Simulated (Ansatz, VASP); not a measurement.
# In2S in two plane-wave programs, part 2 of 2

Wanted: the spread between two codes on one cell, functional and k mesh. The cell is generated by rule, not measured, and may not be a known phase. The cell is taken from a series of runs on this material, whose earlier steps may have relaxed, scaled, displaced or heated it; both programs get it as it stands.

VASP 6.6.1 and Ansatz 0.2.0.

So far. Step 2 (Ansatz: single point, PBEsol, pair 1): The run ends at a pressure of 0.01 GPa, with forces up to 0.19 eV/Å. Step 3 (VASP: single point, PBEsol, pair 1): The run ends at a pressure of 0.00 GPa, with forces up to 0.19 eV/Å.

### Step 5. VASP: single point, PBEsol, pair 2

Level of this step: PBEsol; plane waves and PAW (S, In_d); invented cell (VASP).

A single point gives forces, pressure and levels at one fixed geometry, so differences don't come from the geometry; what else differs is listed under the comparison.

INCAR reads:

```
SYSTEM = In2S
PREC = Accurate
ENCUT = 500
EDIFF = 1E-06
NELM = 120
ISMEAR = 1
SIGMA = 0.2
LREAL = .FALSE.
ALGO = Normal
GGA = PS
NBANDS = 79
LORBIT = 11
LWAVE = .FALSE.
LCHARG = .FALSE.
ISIF = 2
LASPH = .TRUE.
GGA_COMPAT = .FALSE.
KPAR = 2
```

POSCAR reads:

```
In2S
1.0
   -6.2898146533      0.0000000000      0.0000000000
    0.0000000000     -6.2898146533     -6.2898146533
    0.0000000000     -6.2898146533      6.2898146533
S In
4 8
Direct
    0.0000000000      0.0004139389      0.9910158569
    0.0000000000      0.4995860611      0.5089841431
    0.5000000000      0.0004139389      0.5089841431
    0.5000000000      0.4995860611      0.9910158569
    0.7500000000      0.2500000000      0.4984443190
    0.7500000000      0.7500000000      0.0015556810
    0.2500000000      0.9999283229      0.2500000000
    0.2500000000      0.5000716771      0.7500000000
    0.2500000000      0.9999283229      0.7500000000
    0.2500000000      0.5000716771      0.2500000000
    0.7500000000      0.7500000000      0.4984443190
    0.7500000000      0.2500000000      0.0015556810
```

KPOINTS reads:

```
Automatic mesh
0
Gamma
6 4 4
0 0 0
```

The projector-augmented-wave data sets are S and In_d (PBE family, release 64).

On the command line:

```
mpirun -np 2 vasp_std
```

Numbers of over 12 decimals in the logs are rounded to 6 here.

Log:

```text
[banner, memory and clock lines left out]
running    2 mpi-ranks, on    1 nodes
[...]
[... a notice as in an earlier step ...]

 LDA part: xc-table for (Slater+PW92), standard interpolation
 POSCAR, INCAR and KPOINTS ok, starting setup
[...]
entering main loop
       N       E                     dE             d eps       ncg     rms          rms(c)
DAV:   1     0.128155391413E+04    0.12816E+04   -0.54464E+04  5688   0.167E+03
DAV:   2     0.163003852102E+03   -0.11186E+04   -0.10883E+04  5696   0.449E+02
DAV:   3    -0.191096370932E+02   -0.18211E+03   -0.17228E+03  6738   0.196E+02
DAV:   4    -0.392362348919E+02   -0.20127E+02   -0.19201E+02  6880   0.577E+01
[...]
DAV:  16    -0.357254471274E+02   -0.72377E-05   -0.43369E-05  6628   0.301E-02    0.268E-02
DAV:  17    -0.357254423637E+02    0.47636E-05   -0.16364E-05  6275   0.230E-02    0.571E-03
DAV:  18    -0.357254429476E+02   -0.58388E-06   -0.28026E-06  4722   0.857E-03
   1 F= -.35725443E+02 E0= -.35723995E+02  d E =-.434421E-02
```

Parts of OUTCAR (step 5):

```text
  Total       -0.1542605     -0.1796034     -0.1796034      0.0000000      0.3972259      0.0000000
  in kB       -0.4966171     -0.5782045     -0.5782045      0.0000000      1.2788057      0.0000000
  external PRESSURE =      -0.5510087 kB  Pullay stress =       0.0000000 kB

 POSITION                                       TOTAL-FORCE (eV/Angst)
 -----------------------------------------------------------------------------------
      0.00000     -6.23591      6.23070        -0.090093      0.174787     -0.193833
      0.00000     -6.34372      0.05911        -0.090093     -0.174787      0.193833
     -3.14491     -3.20402      3.19881         0.090093     -0.193833      0.174787
     -3.14491     -9.37561      3.09100         0.090093      0.193833     -0.174787
     -4.71736     -4.70758      1.56267        -0.000000      0.168909     -0.168909
     -4.71736     -4.72715     -4.70758        -0.000000     -0.162976      0.162976
     -1.57245     -7.86182     -4.71691        -0.000000      0.005030      0.005030
     -1.57245     -7.86272      1.57200        -0.000000     -0.011270     -0.011270
     -1.57245    -11.00672     -1.57200        -0.000000      0.011270      0.011270
     -1.57245     -4.71781     -1.57290        -0.000000     -0.005030     -0.005030
     -4.71736     -7.85248     -1.58224        -0.000000      0.162976     -0.162976
     -4.71736     -1.58224     -1.56267         0.000000     -0.168909      0.168909
 -----------------------------------------------------------------------------------
    total drift:                                0.000000      0.000000     -0.000000

  FREE ENERGIE OF THE ION-ELECTRON SYSTEM (eV)
  ---------------------------------------------------
  free  energy   TOTEN  =       -35.7254429476 eV

  energy  without entropy=      -35.7210987418  energy(sigma->0) =      -35.72399488

[... 2 parts as in an earlier step ...]

[... 1 further part left out ...]
[key lines of the parts left out:]
E-fermi :   2.3171
```

The run ends at a pressure of -0.06 GPa, with forces up to 0.28 eV/Å.

### Step 6. Ansatz: single point, PBEsol, pair 2

The same cell, functional, mesh and smearing now go to Ansatz, which takes its cutoff from its data sets.

The cell is taken from a series of runs on this material, whose earlier steps may have relaxed, scaled, displaced or heated it; both programs get it as it stands.

input.yaml reads:

```yaml
crystal:
  lattice:
    - [-6.2898146533, 0.0, 0.0]
    - [0.0, -6.2898146533, -6.2898146533]
    - [0.0, -6.2898146533, 6.2898146533]
  atoms:
    - { symbol: S, position: [0.0, 0.0004139389, -0.0089841431] }
    - { symbol: S, position: [0.0, 0.4995860611, 0.5089841431] }
    - { symbol: S, position: [0.5, 0.0004139389, 0.5089841431] }
    - { symbol: S, position: [0.5, 0.4995860611, -0.0089841431] }
    - { symbol: In, position: [0.75, 0.25, 0.498444319] }
    - { symbol: In, position: [0.75, 0.75, 0.001555681] }
    - { symbol: In, position: [0.25, 0.9999283229, 0.25] }
    - { symbol: In, position: [0.25, 0.5000716771, 0.75] }
    - { symbol: In, position: [0.25, 0.9999283229, 0.75] }
    - { symbol: In, position: [0.25, 0.5000716771, 0.25] }
    - { symbol: In, position: [0.75, 0.75, 0.498444319] }
    - { symbol: In, position: [0.75, 0.25, 0.001555681] }
kpoints:
  mp_grid: { grid: [6, 4, 4] }
hamiltonian:
  xc: pbesol
scf:
  occupations: { method: methfessel_paxton, width: 0.2 }
output:
  forces: true
  stress: true
  eigenvalues: true
```

On the command line:

```
ansatz run input.yaml --threads 8 --pin off --max-ram 14336MiB --backend cpu --events-out ev --progress --plain --runs-dir out
```

Log:

```text
[...]
Crystal: 12 atoms, lattice volume = 497.672 Å³
Basis set: ecut = 420 eV, 9757 PW (Γ), exchange–correlation on 90×120×120 points (8 copies of the dense FFT grid, shifted against one another)
Bands: 77, of which v1, the nominal top of the filled ones, is band 64 counted from 1 (63 counted from 0)
Symmetry: 4 space group operations
[...]
k-point 0: bands = [... 60 lower, 3.0970, 3.1787, 3.3138, 3.8508, 3.8530, 3.9181, 4.6154, 4.6261, ... 9 higher]
  k-point 1: bands = [... 60 lower, 3.2202, 3.2520, 3.4405, 3.6077, 3.7369, 3.8030, 4.4384, 4.5218, ... 9 higher]
  k-point 2: bands = [... 60 lower, 3.2343, 3.4257, 3.5333, 3.6601, 3.7785, 3.8056, 3.8714, 4.0365, ... 9 higher]
  k-point 35: bands = [... 60 lower, 3.1000, 3.1137, 3.3730, 3.3844, 4.5434, 4.5494, 4.6816, 4.6887, ... 9 higher]
[key lines of the parts left out:]
SCF converged after 9 iterations
Free energy (F): -47737.203102 eV
Fermi energy:    3.669681 eV
P = ⅓ Tr σ = -0.0404 GPa (-0.404 kbar)
```

The run ends at a pressure of -0.04 GPa, with forces up to 0.27 eV/Å.

### Step 7. Comparison

Both answers:

| quantity | Ansatz | VASP | difference |
| --- | --- | --- | --- |
| pressure (GPa) | -0.04 | -0.06 | +0.01 |

Forces on 7 of the 12 atoms, those with the largest forces and the largest differences (eV/Å; atoms numbered as in POSCAR):

```csv
atom,"Ansatz x, y, z","VASP x, y, z"
S1,"-0.089, 0.174, -0.193","-0.090, 0.175, -0.194"
S2,"-0.089, -0.174, 0.193","-0.090, -0.175, 0.194"
S3,"0.089, -0.193, 0.174","0.090, -0.194, 0.175"
S4,"0.089, 0.193, -0.174","0.090, 0.194, -0.175"
In5,"0.000, 0.170, -0.170","0.000, 0.169, -0.169"
In11,"0.000, 0.164, -0.164","0.000, 0.163, -0.163"
In12,"0.000, -0.170, 0.170","0.000, -0.169, 0.169"
```

The forces differ by 0.7 meV/Å r.m.s., which is 0.6 % of the r.m.s. force of 0.121 eV/Å (both taken over all components).

### Step 8. VASP: single point, PBEsol, pair 3

With cell and atoms fixed, the geometry can't cause a difference; cores, projectors, grids and the points listed under the comparison can.

INCAR is that of step 5.

POSCAR reads:

```
In2S
1.0
   -6.2898146533      0.0000000000      0.0000000000
    0.0000000000     -6.2898146533     -6.2898146533
    0.0000000000     -6.2898146533      6.2898146533
S In
4 8
Direct
    0.0000000000      0.0007243931      0.9842777496
    0.0000000000      0.4992756069      0.5157222504
    0.5000000000      0.0007243931      0.5157222504
    0.5000000000      0.4992756069      0.9842777496
    0.7500000000      0.2500000000      0.4972775582
    0.7500000000      0.7500000000      0.0027224418
    0.2500000000      0.9998745652      0.2500000000
    0.2500000000      0.5001254348      0.7500000000
    0.2500000000      0.9998745652      0.7500000000
    0.2500000000      0.5001254348      0.2500000000
    0.7500000000      0.7500000000      0.4972775582
    0.7500000000      0.2500000000      0.0027224418
```

KPOINTS is that of step 5.

On the command line:

```
mpirun -np 2 vasp_std
```

Log:

```text
[... set-up lines as in an earlier step ...]
 entering main loop
       N       E                     dE             d eps       ncg     rms          rms(c)
DAV:   1     0.128142971349E+04    0.12814E+04   -0.54466E+04  5688   0.167E+03
DAV:   2     0.162965201044E+03   -0.11185E+04   -0.10883E+04  5696   0.448E+02
DAV:   3    -0.196357926588E+02   -0.18260E+03   -0.17321E+03  6792   0.196E+02
DAV:   4    -0.392305813237E+02   -0.19595E+02   -0.18669E+02  6888   0.575E+01
[...]
DAV:  15    -0.358116104748E+02   -0.35306E-05   -0.82283E-05  7155   0.307E-02    0.351E-02
DAV:  16    -0.358116056626E+02    0.48123E-05   -0.22701E-05  5536   0.243E-02    0.130E-02
DAV:  17    -0.358116051877E+02    0.47486E-06   -0.32487E-06  4745   0.939E-03
   1 F= -.35811605E+02 E0= -.35803637E+02  d E =-.239044E-01
```

OUTCAR, selected parts (step 8):

```text
  Total       -0.6037754     -0.5991152     -0.5991152      0.0000000      0.5685923      0.0000000
  in kB       -1.9437590     -1.9287563     -1.9287563      0.0000000      1.8304929      0.0000000
  external PRESSURE =      -1.9337572 kB  Pullay stress =       0.0000000 kB

 POSITION                                       TOTAL-FORCE (eV/Angst)
 -----------------------------------------------------------------------------------
      0.00000     -6.19548      6.18637        -0.153327      0.233565     -0.264240
      0.00000     -6.38415      0.10345        -0.153327     -0.233565      0.264240
     -3.14491     -3.24835      3.23924         0.153327     -0.264240      0.233565
     -3.14491     -9.33128      3.05057         0.153327      0.264240     -0.233565
     -4.71736     -4.70024      1.55533         0.000000      0.258187     -0.258187
     -4.71736     -4.73448     -4.70024        -0.000000     -0.244897      0.244897
     -1.57245     -7.86148     -4.71657         0.000000      0.006291      0.006291
     -1.57245     -7.86306      1.57166        -0.000000     -0.021387     -0.021387
     -1.57245    -11.00639     -1.57166        -0.000000      0.021387      0.021387
     -1.57245     -4.71815     -1.57324         0.000000     -0.006291     -0.006291
     -4.71736     -7.84514     -1.58958        -0.000000      0.244897     -0.244897
     -4.71736     -1.58958     -1.55533         0.000000     -0.258187      0.258187
 -----------------------------------------------------------------------------------
    total drift:                               -0.000000      0.000000     -0.000000

  FREE ENERGIE OF THE ION-ELECTRON SYSTEM (eV)
  ---------------------------------------------------
  free  energy   TOTEN  =       -35.8116051877 eV

  energy  without entropy=      -35.7877008286  energy(sigma->0) =      -35.80363707

[... 2 parts as in an earlier step ...]

[... 1 further part left out ...]
[key lines of the parts left out:]
E-fermi :   2.3789
```

The run ends at a pressure of -0.19 GPa, with forces up to 0.38 eV/Å.

### Step 9. Ansatz: single point, PBEsol, pair 3

The same cell, functional, mesh and smearing now go to Ansatz, which takes its cutoff from its data sets.

The cell is taken from a series of runs on this material, whose earlier steps may have relaxed, scaled, displaced or heated it; both programs get it as it stands.

input.yaml reads:

```yaml
crystal:
  lattice:
    - [-6.2898146533, 0.0, 0.0]
    - [0.0, -6.2898146533, -6.2898146533]
    - [0.0, -6.2898146533, 6.2898146533]
  atoms:
    - { symbol: S, position: [0.0, 0.0007243931, -0.0157222504] }
    - { symbol: S, position: [0.0, 0.4992756069, 0.5157222504] }
    - { symbol: S, position: [0.5, 0.0007243931, 0.5157222504] }
    - { symbol: S, position: [0.5, 0.4992756069, -0.0157222504] }
    - { symbol: In, position: [0.75, 0.25, 0.4972775582] }
    - { symbol: In, position: [0.75, 0.75, 0.0027224418] }
    - { symbol: In, position: [0.25, 0.9998745652, 0.25] }
    - { symbol: In, position: [0.25, 0.5001254348, 0.75] }
    - { symbol: In, position: [0.25, 0.9998745652, 0.75] }
    - { symbol: In, position: [0.25, 0.5001254348, 0.25] }
    - { symbol: In, position: [0.75, 0.75, 0.4972775582] }
    - { symbol: In, position: [0.75, 0.25, 0.0027224418] }
kpoints:
  mp_grid: { grid: [6, 4, 4] }
hamiltonian:
  xc: pbesol
scf:
  occupations: { method: methfessel_paxton, width: 0.2 }
output:
  forces: true
  stress: true
  eigenvalues: true
```

On the command line:

```
ansatz run input.yaml --threads 8 --pin off --max-ram 14336MiB --backend cpu --events-out ev --progress --plain --runs-dir out
```

Log:

```text
[...]
Crystal: 12 atoms, lattice volume = 497.672 Å³
Basis set: ecut = 420 eV, 9757 PW (Γ), exchange–correlation on 90×120×120 points (8 copies of the dense FFT grid, shifted against one another)
Bands: 77, of which v1, the nominal top of the filled ones, is band 64 counted from 1 (63 counted from 0)
Symmetry: 4 space group operations
[...]
k-point 0: bands = [... 60 lower, 3.0644, 3.0987, 3.3883, 3.8105, 3.8338, 4.0103, 4.6030, 4.6350, ... 9 higher]
  k-point 1: bands = [... 60 lower, 3.0776, 3.2532, 3.5119, 3.5943, 3.6944, 3.9217, 4.4675, 4.5046, ... 9 higher]
  k-point 2: bands = [... 60 lower, 3.0573, 3.3363, 3.4672, 3.7556, 3.8018, 3.8094, 3.9156, 4.1461, ... 9 higher]
  k-point 35: bands = [... 60 lower, 2.9865, 3.0117, 3.4654, 3.4845, 4.4849, 4.4947, 4.7135, 4.7268, ... 9 higher]
[key lines of the parts left out:]
SCF converged after 10 iterations
Free energy (F): -47737.289009 eV
Fermi energy:    3.731517 eV
P = ⅓ Tr σ = -0.1761 GPa (-1.761 kbar)
```

The run ends at a pressure of -0.18 GPa, with forces up to 0.38 eV/Å.

### Step 10. Comparison

Both answers:

| quantity | Ansatz | VASP | difference |
| --- | --- | --- | --- |
| pressure (GPa) | -0.18 | -0.19 | +0.02 |

Forces on 7 of the 12 atoms, those with the largest forces and the largest differences (eV/Å; atoms numbered as in POSCAR):

```
atom         Ansatz x, y, z           VASP x, y, z
  S1  -0.150, 0.232, -0.263  -0.153, 0.234, -0.264
  S2  -0.150, -0.232, 0.263  -0.153, -0.234, 0.264
  S3   0.150, -0.263, 0.232   0.153, -0.264, 0.234
  S4   0.150, 0.263, -0.232   0.153, 0.264, -0.234
 In5   0.000, 0.259, -0.259   0.000, 0.258, -0.258
In11   0.000, 0.246, -0.246   0.000, 0.245, -0.245
In12   0.000, -0.259, 0.259   0.000, -0.258, 0.258
```

The forces differ by 1.5 meV/Å r.m.s., which is 0.8 % of the r.m.s. force of 0.175 eV/Å (both taken over all components).

### Step 11. Outcome

| Quantity | Value |
| --- | --- |
| r.m.s. force difference (single point, PBEsol, pair 1) | 0.26 meV/Å |
| r.m.s. force difference (single point, PBEsol, pair 2) | 0.67 meV/Å |
| r.m.s. force difference (single point, PBEsol, pair 3) | 1.5 meV/Å |

What this shows: The r.m.s. force difference is 1.5 meV/Å (single point, PBEsol, pair 3), within the 12 meV/Å picked in this series as the mark of a large difference. 1 further run of this series is not shown here. How closely two codes agree says nothing of how well the functional describes the real material.

[Lines on the potential files, build, host, timing and source positions are cut from VASP's logs without a mark.]

[Logs are printed without paths, hosts, clocks, repeated set-up lines and the standing remarks that a program may print on its own settings, such as how far it seeks lower states.]

[Hosts, paths, dates, database ids (printed as entryN), source tags and the programs' standing remarks are cut or masked in the printed files.]
